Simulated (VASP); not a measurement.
# TiSn (P6/mmm) in VASP: density of states with PBE

Aim: the density of states of TiSn with PBE.

All numbers are computed with VASP 6.6.1; they aren't measurements. Logs are shortened: lines on timing, memory, paths and dates and some standing lists are left out, and cuts for length are marked.

## 1. The crystal as given

Symmetry: P6/mmm, No. 191, hexagonal system. The conventional cell has a = 5.726 Å, b = 5.726 Å, c = 4.805 Å, α = 90.00°, β = 90.00°, γ = 120.00°. Around Ti (site symmetry mmm) lie 4 Ti at 2.86 Å and 6 Sn at 2.86 to 2.92 Å. Sn (site symmetry -6m2) is surrounded by 6 Ti at 2.92 Å and 3 Sn at 3.31 Å. Around Sn (site symmetry 6/mmm) lie 6 Ti at 2.86 Å.

The cell was built by a generator and needn't be a form met in nature.

## 2. Density of states, PBE

The input, POSCAR:

```
TiSn
1.0
    5.7259880000      0.0000000000      0.0000000000
   -2.8629940000      4.9588510000      0.0000000000
    0.0000000000      0.0000000000      4.8048000000
Ti Sn
3 3
Direct
    0.0000000000      0.5000000000      0.0000000000
    0.5000000000      0.0000000000      0.0000000000
    0.5000000000      0.5000000000      0.0000000000
    0.6666670000      0.3333330000      0.5000000000
    0.3333330000      0.6666670000      0.5000000000
    0.0000000000      0.0000000000      0.0000000000
```

The input, INCAR.step1:

```
SYSTEM = TiSn
ALGO     = Normal         ! electronic algorithm
EDIFF    = 1E-7           ! SCF threshold, eV
ENCUT    = 520            ! plane-wave cutoff, eV
GGA      = PE             ! functional
ISIF     = 2              ! what is computed and relaxed
ISMEAR   = 0              ! smearing method
KPAR     = 2            
LASPH    = .TRUE.         ! aspherical terms in the spheres
LCHARG   = .TRUE.         ! write CHGCAR
LMAXMIX  = 4              ! l up to which the mixer works
LREAL    = .FALSE.        ! projectors in reciprocal space
LWAVE    = .FALSE.        ! write WAVECAR
NELM     = 100            ! most SCF steps
PREC     = Accurate       ! precision mode
SIGMA    = 0.1            ! smearing width, eV
```

The input, KPOINTS.step1:

```
k-points
0
G
  6 6 6
  0 0 0
```

The input, INCAR.step2:

```
SYSTEM = TiSn
ALGO     = Normal         ! electronic algorithm
EDIFF    = 1E-7           ! SCF threshold, eV
ENCUT    = 520            ! plane-wave cutoff, eV
GGA      = PE             ! functional
ICHARG   = 11             ! starting density
ISIF     = 2              ! what is computed and relaxed
ISMEAR   = -5             ! smearing method
KPAR     = 2            
LASPH    = .TRUE.         ! aspherical terms in the spheres
LCHARG   = .FALSE.        ! write CHGCAR
LMAXMIX  = 4              ! l up to which the mixer works
LORBIT   = 11             ! projections on sites
LREAL    = .FALSE.        ! projectors in reciprocal space
LWAVE    = .FALSE.        ! write WAVECAR
NEDOS    = 1001           ! points of the DOS
NELM     = 100            ! most SCF steps
PREC     = Accurate       ! precision mode
SIGMA    = 0.1            ! smearing width, eV
```

The input, KPOINTS.step2:

```
k-points
0
G
  9 9 9
  0 0 0
```

Potentials or basis: VASP PAW PBE potentials, release 64 (Ti_sv, Sn_d).

On the command line:

```
cat potpaw_PBE.64/Ti_sv/POTCAR potpaw_PBE.64/Sn_d/POTCAR > POTCAR
cp INCAR.step1 INCAR
cp KPOINTS.step1 KPOINTS
mpirun -np 2 vasp_std > vasp.out
cp INCAR.step2 INCAR
cp KPOINTS.step2 KPOINTS
mpirun -np 2 vasp_std > vasp.out
```

OUTCAR:

```text
SYSTEM = TiSn
   EDIFF = 1E-7
   ENCUT = 520
   GGA = PE
   ICHARG = 11
   ISIF = 2
   ISMEAR = -5
   LASPH = .TRUE.
   LORBIT = 11
   LREAL = .FALSE.
   NELM = 100
   PREC = Accurate

 ion  position               nearest neighbor table
   1  0.000  0.500  0.000-   2 2.86   6 2.86   6 2.86   2 2.86   3 2.86   3 2.86   5 2.92   5 2.92
                             4 2.92   4 2.92
   2  0.500  0.000  0.000-   1 2.86   3 2.86   3 2.86   1 2.86   6 2.86   6 2.86   5 2.92   5 2.92
                             4 2.92   4 2.92
   3  0.500  0.500  0.000-   2 2.86   6 2.86   2 2.86   6 2.86   1 2.86   1 2.86   5 2.92   5 2.92
                             4 2.92   4 2.92
   4  0.667  0.333  0.500-   2 2.92   2 2.92   1 2.92   1 2.92   3 2.92   3 2.92   5 3.31   5 3.31
                             5 3.31
   5  0.333  0.667  0.500-   2 2.92   2 2.92   1 2.92   1 2.92   3 2.92   3 2.92   4 3.31   4 3.31
                             4 3.31
   6  0.000  0.000  0.000-   1 2.86   3 2.86   1 2.86   3 2.86   2 2.86   2 2.86

  LATTYP: Found a hexagonal cell.
 ALAT       =     5.7259880000
 C/A-ratio  =     0.8391215630

  Lattice vectors:

 A1 = (   5.7259880000,   0.0000000000,   0.0000000000)
 A2 = (  -2.8629940000,   4.9588510000,   0.0000000000)
 A3 = (   0.0000000000,   0.0000000000,   4.8048000000)

Analysis of symmetry for initial positions (statically):
=====================================================================
 Subroutine PRICEL returns:
 Original cell was already a primitive cell.

 Routine SETGRP: Setting up the symmetry group for a
 hexagonal supercell.

 Subroutine GETGRP returns: Found 24 space group operations
 (whereof 24 operations were pure point group operations)
 out of a pool of 24 trial point group operations.

The static configuration has the point symmetry D_6h.

Analysis of symmetry for dynamics (positions and initial velocities):
=====================================================================
 Subroutine PRICEL returns:
 Original cell was already a primitive cell.

 Routine SETGRP: Setting up the symmetry group for a
 hexagonal supercell.

 Subroutine GETGRP returns: Found 24 space group operations
 (whereof 24 operations were pure point group operations)
 out of a pool of 24 trial point group operations.

The dynamic configuration has the point symmetry D_6h.

 Subroutine INISYM returns: Found 24 space group operations
 (whereof 24 operations are pure point group operations),
 and found     1 'primitive' translations

[... 116 lines left out ...]
   NUPDOWN=      -1.0000    fix difference up-down
   EMIN   =  10.00;   EMAX   =-10.00  energy-range for DOS
   EFERMI =   0.00;   METHOD = LEGACY
   ISMEAR =    -5;   SIGMA  =   0.10  broadening in eV -4-tet -1-fermi 0-gaus
   EFERMI_NEDOS =   21; number of points for ismear=-14 and -15
   IALGO  =     38    algorithm
   IMIX   =      4    mixing-type and parameters
     AMIX     =   0.40;   BMIX     =  1.00
     AMIX_MAG =   1.60;   BMIX_MAG =  1.00
  volume/ion in A,a.u.               =      22.74       153.44
  Fermi-wavevector in a.u.,A,eV,Ry     =   1.358743  2.567653 25.118851  1.846183
  Thomas-Fermi vector in A             =   2.485551
   LORBIT       =     11    0 simple, 1 ext, 2 COOP (PROOUT), +10 PAW based schemes
   GGA     = PE    functional components
   LHFCALC =     F    Hartree Fock is set to
   AEXX    =    0.0000 exact exchange contribution
   IVDW    =     0    specifies the selected vdW correction
   LEPSILON=     F    determine dielectric tensor
   LRPA    =     F    only Hartree local field effects (RPA)
 non-spin polarized calculation
 Fermi weights with tetrahedron method with Bloechl corrections
  energy-cutoff  :      520.00
  volume of cell :      136.43
 maximum number of plane-waves:      3702
 NGX is ok and might be reduce to    48

 number of electron      78.0000019 magnetization

 Free energy of the ion-electron system (eV)
  ---------------------------------------------------
  ext. energy  EPLUGINS =         0.00000000
  ---------------------------------------------------
  free energy    TOTEN  =       -36.48233286 eV

  energy without entropy =      -36.48233286  energy(sigma->0) =      -36.48233286

 E-fermi :   7.4734     XC(G=0): -10.5457

 val. band max:        7.4961042706   @ k =   0.4444   0.0000   0.2222
 cond. band min:       7.4487002473   @ k =   0.3333   0.0000   0.2222
 fundamental gap:     -0.0474040234
 Fermi energy:         7.4734048517

 k-point     1 :       0.0000    0.0000    0.0000
  band No.  band energies     occupation
      1     -49.2111      2.00000
      2     -49.1381      2.00000
      3     -49.1381      2.00000
      4     -25.6496      2.00000
      5     -25.5881      2.00000
      6     -25.5685      2.00000
[... 1165 lines left out ...]
     45      10.0306      0.00000
     46      10.2106      0.00000

 [... further k-points ...]
[... 5 lines left out ...]
  --------------------------------------------------------------------------------------
  -------------------------------------------------------------------------------------
  Total       -0.3140190     -0.3140190      0.7387456      0.0000000      0.0000000      0.0000000
  in kB       -3.6877347     -3.6877346      8.6755831      0.0000000      0.0000000      0.0000000
  external PRESSURE =       0.4333713 kB  Pullay stress =       0.0000000 kB

 VOLUME and BASIS-vectors are now :
 -----------------------------------------------------------------------------
  energy-cutoff  :      520.00
  volume of cell :      136.43
      direct lattice vectors                 reciprocal lattice vectors
     5.725988000  0.000000000  0.000000000     0.174642350  0.100829809  0.000000000
    -2.862994000  4.958851000  0.000000000     0.000000000  0.201659618  0.000000000
     0.000000000  0.000000000  4.804800000     0.000000000  0.000000000  0.208125208

 POSITION                                       TOTAL-FORCE (eV/Angst)
 -----------------------------------------------------------------------------------
     -1.43150      2.47943      0.00000         0.000000      0.000000      0.000000
      2.86299      0.00000      0.00000         0.000000      0.000000      0.000000
      1.43150      2.47943      0.00000         0.000000      0.000000      0.000000
      2.86300      1.65295      2.40240         0.000000      0.000000     -0.000000
     -0.00000      3.30590      2.40240        -0.000000     -0.000000      0.000000
      0.00000      0.00000      0.00000         0.000000      0.000000      0.000000
 -----------------------------------------------------------------------------------
    total drift:                               -0.000000      0.000000      0.000000

  FREE ENERGIE OF THE ION-ELECTRON SYSTEM (eV)
  ---------------------------------------------------
  free  energy   TOTEN  =       -36.4823328622 eV

  energy  without entropy=      -36.4823328622  energy(sigma->0) =      -36.48233286

 total charge

# of ion       s       p       d       tot
------------------------------------------
    1        2.191   6.118   1.939  10.248
    2        2.191   6.118   1.939  10.248
    3        2.191   6.118   1.939  10.248
    4        1.160   1.222   9.974  12.356
    5        1.160   1.222   9.974  12.356
    6        1.171   1.261   9.954  12.386
--------------------------------------------------
tot         10.065  22.059  35.719  67.843
```

OSZICAR.step1:

```text
N       E                     dE             d eps       ncg     rms          rms(c)
DAV:   1     0.984550850625E+03    0.98455E+03   -0.39285E+04  2594   0.248E+03
DAV:   2     0.116318299513E+03   -0.86823E+03   -0.85645E+03  2576   0.693E+02
DAV:   3    -0.222413651774E+02   -0.13856E+03   -0.13470E+03  3334   0.236E+02
DAV:   4    -0.387778256399E+02   -0.16536E+02   -0.16168E+02  3856   0.696E+01
DAV:   5    -0.400695064168E+02   -0.12917E+01   -0.12895E+01  3864   0.150E+01    0.155E+01
DAV:   6    -0.372797501144E+02    0.27898E+01   -0.31207E+01  3506   0.277E+01    0.543E+00
DAV:   7    -0.366065392077E+02    0.67321E+00   -0.54073E+00  3278   0.117E+01    0.364E+00
DAV:   8    -0.364818387093E+02    0.12470E+00   -0.66769E-01  3188   0.519E+00    0.899E-01
DAV:   9    -0.364878091754E+02   -0.59705E-02   -0.92966E-02  3572   0.195E+00    0.582E-01
DAV:  10    -0.364895486985E+02   -0.17395E-02   -0.10446E-02  3716   0.602E-01    0.128E-01
DAV:  11    -0.364898551108E+02   -0.30641E-03   -0.95736E-04  3886   0.202E-01    0.623E-02
DAV:  12    -0.364899163853E+02   -0.61274E-04   -0.17369E-04  3332   0.747E-02    0.138E-02
DAV:  13    -0.364899199382E+02   -0.35530E-05   -0.26281E-05  3660   0.324E-02    0.414E-03
DAV:  14    -0.364899212043E+02   -0.12660E-05   -0.31282E-06  2992   0.102E-02    0.222E-03
DAV:  15    -0.364899211628E+02    0.41480E-07   -0.53140E-07  2380   0.369E-03
   1 F= -.36489921E+02 E0= -.36469389E+02  d E =-.410649E-01
```

It took 3.6 min on 2 MPI ranks of Intel Xeon Platinum 8488C (Sapphire Rapids), shared host; peak memory 0.44 GiB.

What came out:

```
Valence electrons inside the program's atomic spheres : Ti 10.25; Sn 12.36, 12.39
```

Levels at points of the mesh, in eV from the Fermi level:
| k point | band 35 | band 36 | band 37 | band 38 | band 39 | band 40 | band 41 | band 42 | band 43 | band 44 |
| --- | --- | --- | --- | --- | --- | --- | --- | --- | --- | --- |
| (0.00, 0.00, 0.00) | -1.75 | -1.44 | -1.44 | -0.38 | -0.38 | 0.12 | 0.12 | 2.11 | 2.11 | 2.13 |

States per cell in windows of 1 eV (zero at the Fermi level; states under -8 eV left out):
```tsv
from (eV)	total	Ti2_d	Ti1_d	Ti3_d	Sn6_p	Sn4_p	Sn5_p
-8.0	1.71	0.01	0.01	0.01	0.01	0.02	0.02
-7.0	2.62	0.03	0.03	0.03	0.00	0.02	0.02
-6.0	0.44	0.01	0.01	0.01	0.00	0.00	0.00
-5.0	0.13	0.00	0.00	0.00	0.01	0.01	0.01
-4.0	2.26	0.06	0.06	0.06	0.16	0.20	0.20
-3.0	3.69	0.22	0.22	0.22	0.22	0.36	0.36
-2.0	5.01	0.45	0.45	0.45	0.55	0.33	0.33
-1.0	7.31	1.20	1.20	1.20	0.33	0.29	0.29
0.0	4.15	0.86	0.86	0.86	0.07	0.08	0.08
1.0	5.93	1.37	1.37	1.37	0.10	0.09	0.09
2.0	4.00	1.05	1.05	1.05	0.04	0.04	0.04
3.0	0.00	0.00	0.00	0.00	0.00	0.00	0.00
4.0	0.00	0.00	0.00	0.00	0.00	0.00	0.00
```

Caveat: tetrahedron occupations give inexact forces and stress in metals.
